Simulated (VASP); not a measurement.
Level of theory: LDA (Ceperley-Alder, Perdew-Zunger), VASP's LDA PAW potentials (set 64) (plane waves; VASP). Each cell was relaxed at this level, without spin-orbit coupling.

Task: Which of these comes out without a gap?
A. RuAl, Pm-3m (221)
B. AlCl3, C2/m (12)
C. KMgF3, Pm-3m (221)
D. BeSe, F-43m (216)

Result: A, RuAl, Pm-3m (221). The others have gaps of 4.92 eV (AlCl3, C2/m (12)), 7.49 eV (KMgF3, Pm-3m (221)), 2.40 eV (BeSe, F-43m (216)).
